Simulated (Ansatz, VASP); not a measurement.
**Cross-check of TaTeS (1T-TaSTe monolayer) between VASP and Ansatz**

Aim: how closely do two programs agree when they are given the same cell, functional and k mesh? The structure shown is the start of the Ansatz relaxation below; VASP solves that cell, so the two are compared at the walk's first step.

Program: Ansatz 0.2.0. Level of theory: plane waves, with VASP 6.6.1 beside it; single point at PBE with D3(BJ). Results are calculated unless marked as measured.

## (1) The starting structure

The cell holds 3 atoms: 1 Te, 1 Ta and 1 S. Cell: a = 3.763 Å, b = 3.763 Å, c = 37.795 Å, α = 90.0°, β = 90.0°, γ = 120.0°. Vacuum lies along c.

## (2) Ansatz: relaxation, PBE with D3(BJ)

Ansatz runs on its default PAW (the set named soft_2) files.

The two programs are compared at the cell with which this relaxation starts, whose forces are those of its first step.

Input file input.yaml:

```yaml
crystal:
  lattice:
    - [3.762645, 0.0, 0.0]
    - [-1.8813225, 3.2585461554, 0.0]
    - [0.0, 0.0, 37.7947247295]
  atoms:
    - { symbol: Te, position: [0.6666666667, 0.3333333333, 0.4550899662] }
    - { symbol: Ta, position: [0.0, 0.0, 0.5071116983], spin: 1.0 }
    - { symbol: S, position: [0.3333333333, 0.6666666667, 0.5449100338] }
  periodic: [true, true, false]
magnetization:
  spin_polarized: true
kpoints:
  mp_grid: { grid: [12, 12, 1] }
hamiltonian:
  xc: pbe
  dispersion: d3bj
scf:
  occupations: { method: fermi_dirac, width: 0.05 }
  convergence: { dr2_threshold: 1.0e-09 }
relax:
  f_tol: 0.004
  max_steps: 90
  cell: {}
output:
  write_potential: true
  write_density: true
  volumetric_format: npy
```

Command:

```
$ ansatz run input.yaml --threads 4 --pin off --max-ram 12288MiB --backend cpu --events-out ev --progress --plain --runs-dir out
```

Numbers of over 12 decimals in the logs are rounded to 6 here.

The program printed:

```text
Warning: relax.cell: scf.convergence.dr2_threshold = 1e-9 eV is looser than the 1.672066973e-10 eV advised for a relaxation that steers and ends on the stress (1e-10 eV for each atom of the cell: 3, times the square of relax.cell.stress_2d_tol = 0.05 N/m over 13.4 Å (the atoms' height at the walk's start and 5 Å past either face), 3.733e-2 GPa, over a crystal's default 0.05). What an SCF threshold leaves in a stress goes as its square root, and in the free energy as the threshold itself, and one threshold admits the most on a small cell: [figures from the program's tests cut] Set scf.convergence.dr2_threshold to 1.672066973e-10 eV or tighter. [rest of the remark cut]
Engine: ansatz 0.2.0, aarch64-unknown-linux-gnu
Pseudopotentials: kind: paw
Pseudopotential: Te, paw, valence charge 16, recommended cutoff 420 eV (normal), Te.paw.azcp
Pseudopotential: Ta, paw, valence charge 13, recommended cutoff 420 eV (normal), Ta.paw.azcp
Pseudopotential: S, paw, valence charge 6, recommended cutoff 420 eV (normal), S.paw.azcp
Functional definition: PBE
  parameter kappa = 0.804
  parameter beta = 0.066725
  exchange = pbe_x(kappa = kappa, mu = beta*pi^2/3)
  correlation = pbe_c(beta = beta)
Crystal: 3 atoms, lattice volume = 463.392 Å³
Basis set: ecut = 420 eV, 9091 PW (Γ), exchange–correlation on 54×54×512 points (8 copies of the dense FFT grid, shifted against one another)
Bands: 22, of which v1, the nominal top of the filled ones, is band 18 counted from 1 (17 counted from 0)
Symmetry: 6 space group operations
Space group: P3m1 (ITA 156), of the structure as read, at distance tolerance 7.7e-5 Å
Magnetic group: BNS 156.49 (UNI 1279), of the structure as read, at distance tolerance 7.7e-5 Å
k-points: 19 of 144 (time reversal used)
Non-local potential: Te, projectors of the file, l = 0: 2, l = 1: 2, l = 2: 2, l = 3: 2
Non-local potential: Ta, projectors of the file, l = 0: 3, l = 1: 2, l = 2: 2, l = 3: 1
Non-local potential: S, projectors of the file, l = 0: 2, l = 1: 2, l = 2: 2
PAW form: soft (Blöchl's): semilocal exchange-correlation on the pseudo side does not see the compensation charge
PAW one-centre angular grid: Te, 590 points (default); XC on 64 Gauss nodes
PAW one-centre angular grid: Ta, 590 points (default); XC on 64 Gauss nodes
PAW one-centre angular grid: S, 110 points (default); XC on 64 Gauss nodes
Initial density: superposition of atomic densities (neutral atoms: chi_scale 0, normalization atom)
Starting moments: Σ|m| = 1 μB on 1 of 3 sites
Initial wavefunctions: pseudopotential atomic-orbital guess
Functional: x = pbe(κ = 0.804, μ = 0.219515), c = pbe(β = 0.066725)
SCF iter   1: F=—  HF=-17817.061392 eV  |F-HF|=—  |Δ(HF+E_count)|=         —  Δρ=8.64e-3 (↑8.64e-3 ↓7.17e-3)  dr2=2.05e0  dr2_m=2.33e-2  M=0.638 μB ∫|m|=0.784 μB  β_m=0.30  ethr=3.10e-3  ⟨swp⟩=15.3  Hψ=6564  notcnv=0
Mixer restart at iter 1: flushing history
preconditioner: auto → LDOS  [metal: Δε(μ)=0.056 eV  Ē_g=7.511 eV  σ=0.050 eV  W_gap=0.27  n_scr=20 (ndim 8)  ℏωp=7.1 eV  f_vac=0.796  D(μ)=1.91/eV (n_scr^D=10)]
spin=Collinear: LDOS preconditioning applied to the charge; magnetization (m = ρ↑ − ρ↓) channel mixes plain (no charge-response kernel on spin).
SCF iter   2: F=—  HF=-17816.748951 eV  |F-HF|=—  |Δ(HF+E_count)|=   3.12e-1  Δρ=6.14e-3 (↑6.14e-3 ↓4.99e-3)  dr2=9.08e-1  dr2_m=1.29e-2  M=0.612 μB ∫|m|=0.754 μB  β_m=0.57  ethr=3.10e-3  ⟨swp⟩=2.1  Hψ=1336  notcnv=0
SCF iter   3: F=—  HF=-17816.630340 eV  |F-HF|=—  |Δ(HF+E_count)|=   1.19e-1  Δρ=1.51e-3 (↑1.51e-3 ↓1.44e-3)  dr2=2.42e-2  dr2_m=1.40e-3  M=0.508 μB ∫|m|=0.651 μB  β_m=0.76  ethr=2.59e-3  ⟨swp⟩=4.2  Hψ=1755  notcnv=0
SCF iter   4: F=—  HF=-17816.650108 eV  |F-HF|=—  |Δ(HF+E_count)|=         —  Δρ=1.69e-3 (↑1.69e-3 ↓1.03e-3)  dr2=1.43e-2  dr2_m=6.79e-3  M=0.323 μB ∫|m|=0.433 μB  β_m=0.76  ethr=6.92e-5  ⟨swp⟩=3.6  Hψ=2371  notcnv=0
SCF iter   5: F=—  HF=-17816.649311 eV  |F-HF|=—  |Δ(HF+E_count)|=   7.97e-4  Δρ=7.53e-4 (↑6.56e-4 ↓7.53e-4)  dr2=3.53e-4  dr2_m=2.08e-3  M=0.260 μB ∫|m|=0.345 μB  β_m=0.88  ethr=4.07e-5  ⟨swp⟩=3.1  Hψ=1687  notcnv=0
SCF iter   6: F=—  HF=-17816.651919 eV  |F-HF|=—  |Δ(HF+E_count)|=   2.61e-3  Δρ=4.89e-4 (↑4.89e-4 ↓3.05e-4)  dr2=1.06e-3  dr2_m=5.78e-4  M=0.173 μB ∫|m|=0.222 μB  β_m=0.82  ethr=1.01e-6  ⟨swp⟩=4.3  Hψ=2158  notcnv=0
[...]
Basis set: ecut = 420 eV, 7789 PW (Γ), exchange–correlation on 48×48×512 points (8 copies of the dense FFT grid, shifted against one another)
Initial wavefunctions: pseudopotential atomic-orbital guess (no wavefunctions were taken with the density)
iter 1 solved again at ethr=2.41e-7 eV; its pass at ethr=3.10e-3 eV (dr2=8.44e-5 eV) is discarded
SCF iter   1: F=—  HF=-17817.175305 eV  |F-HF|=—  |Δ(HF+E_count)|=         —  Δρ=2.33e-5 (↑2.33e-5 ↓2.33e-5)  dr2=1.05e-6  dr2_m=3.97e-11  M=0.000 μB ∫|m|=0.000 μB  β_m=0.65  ethr=2.41e-7  ⟨swp⟩=6.2  Hψ=10782  notcnv=0
preconditioner: auto → LDOS  [metal: Δε(μ)=0.064 eV  Ē_g=7.941 eV  σ=0.050 eV  W_gap=0.31  n_scr=18 (ndim 8)  ℏωp=7.7 eV  f_vac=0.802  D(μ)=2.99/eV (n_scr^D=12)]
spin=Collinear: LDOS preconditioning applied to the charge; magnetization (m = ρ↑ − ρ↓) channel mixes plain (no charge-response kernel on spin).
SCF iter   2: F=—  HF=-17817.175387 eV  |F-HF|=—  |Δ(HF+E_count)|=   8.18e-5  Δρ=8.01e-6 (↑8.01e-6 ↓8.00e-6)  dr2=1.70e-7  dr2_m=3.45e-11  M=0.000 μB ∫|m|=0.000 μB  β_m=0.55  ethr=3.01e-9  ⟨swp⟩=3.1  Hψ=1841  notcnv=0
SCF iter   3: F=—  HF=-17817.175387 eV  |F-HF|=—  |Δ(HF+E_count)|=   3.15e-7  Δρ=2.24e-6 (↑2.24e-6 ↓2.23e-6)  dr2=1.02e-8  dr2_m=2.15e-11  M=0.000 μB ∫|m|=0.000 μB  β_m=0.63  ethr=4.86e-10  ⟨swp⟩=3.5  Hψ=1575  notcnv=0
SCF iter   4: F=—  HF=-17817.175387 eV  |F-HF|=—  |Δ(HF+E_count)|=   4.36e-8  Δρ=3.15e-7 (↑3.15e-7 ↓3.04e-7)  dr2=7.31e-10  dr2_m=1.28e-11  M=0.000 μB ∫|m|=0.000 μB  β_m=0.79  ethr=2.92e-11  ⟨swp⟩=3.1  Hψ=1742  notcnv=0
SCF iter   5: F=-17817.175387 eV  HF=-17817.175387 eV  |F-HF|=9.68e-10  |Δ(HF+E_count)|=   3.05e-9  Δρ=4.52e-8 (↑4.52e-8 ↓4.28e-8)  dr2=2.72e-11  dr2_m=2.37e-12  M=0.000 μB ∫|m|=0.000 μB  ethr=2.09e-12  ⟨swp⟩=11.7  Hψ=7161  notcnv=0
the starting moments were not kept: the SCF closed with an absolute magnetisation of 1.7e-5 μB, where they sum to 1 μB in size (1 site). That is at most 0.1 of that sum. Measured as dr2_m measures the in/out step, that magnetisation stands 3.8e-11 eV from none, at or under the dr2_threshold of 1.0e-9 eV: it is no larger than a step whose dr2_m would equal this threshold.
SCF 7 converged in 5 iterations: F = -17817.175387 eV  dr2 = 2.72e-11
relax step   7: F+E_penalty+E_count = -17817.17538723 eV  Δ(F+E_penalty+E_count) = +1.178e-3 eV  max|allowed force component| = 1.572e-3 eV/Å  Δτ_max = 0.0000 Å  P = -0.012 N/m  Ω = 400.352 Å³  fix = [c, alpha, beta]  reactions: c -0.000 N/m  stress off target by 1.22e-2 N/m on what of the cell is left free  SCF on the basis re-selected at this cell (its energy is not comparable with the rows above)  (5 SCF iters)
basis re-selected at this cell: Δ(F+E_penalty+E_count) = +1.178e-3 eV, ΔP = -0.011 N/m vs the last step (what re-selecting the basis moved, of the pressure what is left beyond the Pulay correction that the steps carried, after the strain that the cell walked since its last selection, with what the two solves' SCF thresholds leave and, on support functions, any second-order correction that the steps lacked; it is no measure of the basis error at this ecutwfc). The dense FFT grid was sized anew with the basis: this SCF ran on 24×24×256 points, the steps before it on 27×27×256, so part of this shift can come from that change (see relax.cell in the input reference). [rest of the remark cut]
WARN: The input density's exchange-correlation potential varies sharply where the density is thin. Do not read a vacuum level from v_tot or v_xc, or from such a field of the output density. On a cell that repeats whose density bears no net charge and no dipole along the vacuum's axis use v_es (v_loc + v_h of the components); under efield.dipole_correction with no amplitude use v_es + v_field, which holds any external [...]
SCF converged after 5 iterations
Magnetization: 0.0000 μB (17.5000 up, 17.5000 down)
Absolute magnetization: 0.0000 μB (∫|ρ↑−ρ↓|, with the PAW one-centre terms)
Spin contamination: 0.0000 ħ² per cell (⟨S²⟩ above its minimum at these occupations)
Per-site moments (μB) at R_I (Å): [(-1.0929636203350098e-7, 1.156522), (7.831532548710239e-6, 1.016662), (7.943893381272226e-7, 1.016662)]
Free energy (F): -17817.175387 eV
Harris-Foulkes:  -17817.175387 eV  (|F-HF|=9.68e-10)
Internal energy: -17817.152463 eV  (E = F + TS)
E sigma→0 (E₀):  -17817.163925 eV
Entropy (-TS):   -0.022924 eV (-7.641 meV/atom)
Fermi energy:    -4.510204 eV
--- Per-component energies (eV) ---
  E_band       = -971.730520
  E_kinetic    = 654.153287
  E_local      = -84124.335850  (includes V_loc(G=0)·N_el)
  E_nonlocal   = -267.480013
  E_hartree    = 41830.165713
  E_xc         = -440.229191
  E_vxc        = -396.104159  (∫ρ·V_xc dr)
  E_paw        = -13659.483791  (= ΣΔE_a)
  E_vpaw       = -498.295406  (= ΣTr[D̂ρ^β])
  E_aug_tail   = -0.000026  (compensation charges beyond the density's cutoff)
  E_ewald      = 38191.037225
  E_disp       = -0.979817  (pairwise vdW)
  E_smearing   = -0.022924  (= −TS)
  E_closure    = -0.000000  (closes the sum)
  Σ components = -17817.175387   (vs F -17817.175387, Δ=0.00e0)
--- Forces (eV/Å), atoms counted from 1 ---
  atom   1  Te     0.00000000    -0.00000000    -0.00157145
  atom   2  Ta     0.00000000     0.00000000     0.00100884
  atom   3  S     -0.00000000     0.00000000     0.00056412
  max |Σ_I F_I| component: 1.51e-6 eV/Å
--- 2D stress c σ (N/m, compression-positive) ---
       -0.012184      -0.000000      -0.000000
       -0.000000      -0.012184       0.000000
       -0.000000       0.000000      -0.000000
  P = ½ c Tr σ = -0.0122 N/m
--- Band table (eV; the first three rows and the last of 38) ---
  k-point 0 ↑: bands = [... 14 lower, -7.4660, -4.4148, -4.4148, -4.1467, -3.8844, -3.8844, -1.2071, -0.4503]
  k-point 1 ↑: bands = [... 14 lower, -7.1921, -5.1738, -4.8056, -4.3118, -3.5039, -3.4908, -1.0510, -0.9474]
  k-point 2 ↑: bands = [... 14 lower, -7.0030, -6.4016, -5.2569, -4.5501, -3.3337, -3.0570, -1.4543, -0.6762]
  k-point 18 ↓: bands = [... 14 lower, -8.1514, -7.9716, -7.6399, -3.5194, -3.2585, -3.2559, -0.8041, -0.2180]
  the weakly bound empty levels are not read free of the cell's end (no_gap_told)
--- Relaxed structure (6 steps of the walk, 6 accepted, 1 SCFs on fresh bases) ---
  F+E_penalty+E_count = -17817.17538723 eV   max|allowed force component| = 1.572e-3 eV/Å   (the final SCF, on the basis selected at the relaxed cell)
  cell:  # Å, volume = 400.3517 Å³
    - [3.497357, -1.9635263607188898e-17, 0]
    - [-1.748678, 3.028800, 0]
    - [0, 0, 37.7947247295]
  atoms:
    - { symbol: Te, position: [0.666667, 0.333333, 0.455596] }
    - { symbol: Ta, position: [0, 0, 0.507062] }
    - { symbol: S, position: [0.333333, 0.666667, 0.544454] }
```

Reading the cycles: dr2 is the Hartree energy of the density residual (eV), the measure of convergence; HF is the Harris–Foulkes estimate of the energy, which meets the free energy F at convergence.

(Part 1 of 2 ends here.)

[Lines on the potential files, build, host, timing and source positions are cut from VASP's logs without a mark.]

[Logs are printed without paths, hosts, clocks, repeated set-up lines and the standing remarks that a program may print on its own settings, such as how far it seeks lower states.]

[Hosts, paths, dates, database ids (printed as entryN), source tags and the programs' standing remarks are cut or masked in the printed files.]
